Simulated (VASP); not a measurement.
Level of theory: PW91 GGA, VASP's PBE PAW potentials (set 64) (plane waves; VASP 6.6.1).

VASP input:

INCAR:
```
ALGO=Normal
EDIFF=1E-7
ENCUT=520
GGA=91
ISIF=2
ISMEAR=0
LASPH=.TRUE.
LCHARG=.FALSE.
LMAXMIX=4
LREAL=.FALSE.
LWAVE=.FALSE.
NELM=100
PREC=Accurate
SIGMA=0.05
SYSTEM=PbSe
```

**POSCAR**
```
PbSe
1
    0.0000000000     3.1065314565     3.1065314565
    3.1065314565     0.0000000000     3.1065314565
    3.1065314565     3.1065314565     0.0000000000
Pb Se
1 1
Direct
  0.0000000000   0.0000000000   0.0000000000
  0.5000000000   0.5000000000   0.5000000000
```

File KPOINTS:
```
Automatic mesh
0
Gamma
7 7 7
0 0 0
```

POTCAR, in this order: Pb_d Se (PBE.64 set). Program: vasp_std.

The resulting files:

### OSZICAR
```
       N       E                     dE             d eps       ncg     rms          rms(c)
DAV:   1     0.163318656751E+03    0.16332E+03   -0.96044E+03   560   0.144E+03
DAV:   2     0.460768801868E+01   -0.15871E+03   -0.15557E+03   578   0.349E+02
DAV:   3    -0.831358559543E+01   -0.12921E+02   -0.12779E+02   746   0.106E+02
DAV:   4    -0.861222916096E+01   -0.29864E+00   -0.29855E+00   586   0.195E+01
DAV:   5    -0.862151574463E+01   -0.92866E-02   -0.92861E-02   736   0.353E+00    0.276E+00
DAV:   6    -0.826804227529E+01    0.35347E+00   -0.98171E-01   776   0.886E+00    0.150E+00
DAV:   7    -0.826347940677E+01    0.45629E-02   -0.14181E-01   618   0.243E+00    0.847E-01
DAV:   8    -0.826641217736E+01   -0.29328E-02   -0.14035E-02   620   0.140E+00    0.163E-01
DAV:   9    -0.826593116637E+01    0.48101E-03   -0.28174E-03   814   0.531E-01    0.653E-02
DAV:  10    -0.826601110496E+01   -0.79939E-04   -0.21963E-04   614   0.930E-02    0.224E-02
DAV:  11    -0.826601337125E+01   -0.22663E-05   -0.36074E-05   686   0.647E-02    0.266E-03
DAV:  12    -0.826601392321E+01   -0.55196E-06   -0.29337E-06   686   0.171E-02    0.146E-03
DAV:  13    -0.826601388604E+01    0.37172E-07   -0.78353E-08   472   0.321E-03
   1 F= -.82660139E+01 E0= -.82660139E+01  d E =-.254208E-11
```

OUTCAR:
```
------------------------ aborting loop because EDIFF is reached ----------------------------------------
  FORCE on cell =-STRESS in cart. coord.  units (eV):
  Direction    XX          YY          ZZ          XY          YZ          ZX
  --------------------------------------------------------------------------------------
  Total        0.0011094      0.0011094      0.0011094      0.0000000      0.0000000     -0.0000000
  in kB        0.0296448      0.0296448      0.0296448      0.0000000      0.0000000     -0.0000000
  external PRESSURE =       0.0296448 kB  Pullay stress =       0.0000000 kB
  volume of cell :       59.96
      direct lattice vectors                 reciprocal lattice vectors
     0.000000000  3.106531456  3.106531456    -0.160951211  0.160951211  0.160951211
     3.106531456  0.000000000  3.106531456     0.160951211 -0.160951211  0.160951211
     3.106531456  3.106531456  0.000000000     0.160951211  0.160951211 -0.160951211
  FREE ENERGIE OF THE ION-ELECTRON SYSTEM (eV)
  ---------------------------------------------------
  free  energy   TOTEN  =        -8.2660138860 eV

  energy  without entropy=       -8.2660138860  energy(sigma->0) =       -8.26601389
```
(Selected blocks of OUTCAR.)

The compound is PbSe in the rock salt structure. It was relaxed first.
